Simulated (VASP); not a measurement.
Output of a VASP run:

### OSZICAR
```
...
   3 F= -.11610970E+01 E0= -.11584881E+01  d E =-.388571E-01
       N       E                     dE             d eps       ncg     rms          rms(c)
DAV:   1    -0.611241454912E+01   -0.49513E+01   -0.13042E+02   824   0.146E+02    0.206E+01
DAV:   2    -0.165530970928E+01    0.44571E+01   -0.10063E+01   816   0.397E+01    0.783E+00
DAV:   3    -0.106579187863E+01    0.58952E+00   -0.33471E+00  1416   0.160E+01    0.343E+00
DAV:   4    -0.108838129335E+01   -0.22589E-01   -0.20345E-01  1344   0.338E+00    0.154E+00
DAV:   5    -0.112824859591E+01   -0.39867E-01   -0.10141E-01  1144   0.111E+00    0.357E-01
DAV:   6    -0.112870335070E+01   -0.45475E-03   -0.13478E-03  1000   0.354E-01    0.449E-01
DAV:   7    -0.112920247667E+01   -0.49913E-03   -0.19057E-03  1000   0.457E-01    0.388E-02
DAV:   8    -0.112920148718E+01    0.98949E-06   -0.53549E-05  1112   0.722E-02    0.378E-02
DAV:   9    -0.112920804112E+01   -0.65539E-05   -0.81953E-06  1120   0.281E-02    0.572E-03
DAV:  10    -0.112920815592E+01   -0.11480E-06   -0.71280E-08  1064   0.284E-03    0.486E-03
DAV:  11    -0.112920820732E+01   -0.51395E-07   -0.61983E-08  1160   0.188E-03    0.108E-04
DAV:  12    -0.112920820735E+01   -0.36835E-10   -0.78395E-10   744   0.210E-04
   4 F= -.11292082E+01 E0= -.11266241E+01  d E =-.696837E-02
       N       E                     dE             d eps       ncg     rms          rms(c)
DAV:   1    -0.331614856275E+01   -0.21869E+01   -0.66936E+01   792   0.109E+02    0.246E+01
DAV:   2    -0.187647595250E+01    0.14397E+01   -0.68451E+00  1200   0.293E+01    0.691E+00
DAV:   3    -0.123159350341E+01    0.64488E+00   -0.12093E+00  1120   0.103E+01    0.727E+00
DAV:   4    -0.115792509021E+01    0.73668E-01   -0.34142E-01  1256   0.447E+00    0.384E+00
DAV:   5    -0.116394143234E+01   -0.60163E-02   -0.19487E-01  1152   0.295E+00    0.328E-01
DAV:   6    -0.116459448179E+01   -0.65305E-03   -0.24126E-03  1112   0.388E-01    0.169E-01
DAV:   7    -0.116467281784E+01   -0.78336E-04   -0.10680E-04  1240   0.876E-02    0.603E-02
DAV:   8    -0.116466593482E+01    0.68830E-05   -0.13835E-05  1216   0.336E-02    0.129E-02
DAV:   9    -0.116466596129E+01   -0.26468E-07   -0.79844E-07  1224   0.798E-03    0.155E-03
DAV:  10    -0.116466596830E+01   -0.70071E-08   -0.30939E-08  1184   0.174E-03    0.533E-04
DAV:  11    -0.116466596971E+01   -0.14073E-08   -0.29511E-09   984   0.457E-04    0.331E-04
DAV:  12    -0.116466597025E+01   -0.54342E-09   -0.67180E-10   544   0.244E-04
   5 F= -.11646660E+01 E0= -.11620780E+01  d E =-.424261E-01
       N       E                     dE             d eps       ncg     rms          rms(c)
DAV:   1    -0.117577889340E+01   -0.11113E-01   -0.31459E-01   792   0.740E+00    0.795E-01
DAV:   2    -0.116709200620E+01    0.86869E-02   -0.28444E-02   832   0.217E+00    0.291E-01
DAV:   3    -0.116456456083E+01    0.25274E-02   -0.96043E-03  1064   0.986E-01    0.257E-01
DAV:   4    -0.116476617389E+01   -0.20161E-03   -0.83759E-04  1216   0.272E-01    0.618E-02
DAV:   5    -0.116480900471E+01   -0.42831E-04   -0.42484E-04  1152   0.152E-01    0.239E-02
DAV:   6    -0.116481277674E+01   -0.37720E-05   -0.11095E-05  1208   0.318E-02    0.416E-03
DAV:   7    -0.116481266978E+01    0.10696E-06   -0.23377E-07   992   0.457E-03    0.573E-04
DAV:   8    -0.116481266886E+01    0.92132E-09   -0.37963E-08  1352   0.122E-03    0.251E-04
DAV:   9    -0.116481266866E+01    0.19998E-09   -0.93991E-10   728   0.321E-04
   6 F= -.11648127E+01 E0= -.11622290E+01  d E =-.425728E-01
```

**OUTCAR**
```
------------------------ aborting loop because EDIFF is reached ----------------------------------------
  FORCE on cell =-STRESS in cart. coord.  units (eV):
  Direction    XX          YY          ZZ          XY          YZ          ZX
  --------------------------------------------------------------------------------------
  Total        0.0004239      0.0004239      0.0004239      0.0000000     -0.0000000     -0.0000000
  in kB        0.0106094      0.0106094      0.0106094      0.0000000     -0.0000000     -0.0000000
  external PRESSURE =       0.0106094 kB  Pullay stress =       0.0000000 kB
  volume of cell :       64.02
      direct lattice vectors                 reciprocal lattice vectors
    -2.520106238  2.520106238  2.520106238     0.000000000  0.198404334  0.198404334
     2.520106238 -2.520106238  2.520106238     0.198404334  0.000000000  0.198404334
     2.520106238  2.520106238 -2.520106238     0.198404334  0.198404334  0.000000000
 POSITION                                       TOTAL-FORCE (eV/Angst)
 -----------------------------------------------------------------------------------
      0.00000      0.00000      5.04021        -0.000000     -0.000000      0.000000
 -----------------------------------------------------------------------------------
    total drift:                               -0.000000      0.000000     -0.000000
  FREE ENERGIE OF THE ION-ELECTRON SYSTEM (eV)
  ---------------------------------------------------
  free  energy   TOTEN  =        -1.1648126687 eV

  energy  without entropy=       -1.1596453450  energy(sigma->0) =       -1.16222901

 reached required accuracy - stopping structural energy minimisation
```
(Selected blocks of OUTCAR.)

File POSCAR:
```
K
1
   -2.7245360000     2.7245360000     2.7245360000
    2.7245360000    -2.7245360000     2.7245360000
    2.7245360000     2.7245360000    -2.7245360000
K
1
Direct
  0.0000000000   0.0000000000   0.0000000000
```

**Question.** Reconstruct the remaining input files.

**Answer.** One answer among several that fit: the input of the run itself, LDA (Ceperley-Alder, Perdew-Zunger), plane waves, VASP's LDA PAW potentials (set 64).

**INCAR**
```
ALGO = Normal
EDIFF = 1E-09
EDIFFG = -0.005
ENCUT = 420
IBRION = 2
ISIF = 3
ISMEAR = 0
LASPH = .TRUE.
LCHARG = .FALSE.
LREAL = .FALSE.
LWAVE = .FALSE.
NELM = 100
NSW = 50
PREC = Accurate
SIGMA = 0.1
SYSTEM = K
```

File KPOINTS:
```
Automatic mesh
0
gamma
10 10 10
```

POTCAR, in this order: K_sv (LDA.64 set). Program: vasp_std.

Energy and stress use the plane-wave basis of the starting cell.

The structure comes from a computed database's K entry; how it stands against other phases isn't given here. This run relaxes it. Symmetry was kept, so distortions that lower it aren't found. The run is one of a series of settings (EDIFF = 1E-09, EDIFFG = -0.005, ENCUT = 420, IBRION = 2, ISIF = 3, NSW = 50, KPOINTS 10×10×10 Γ-centred mesh against the base run), some of them coarse on purpose.
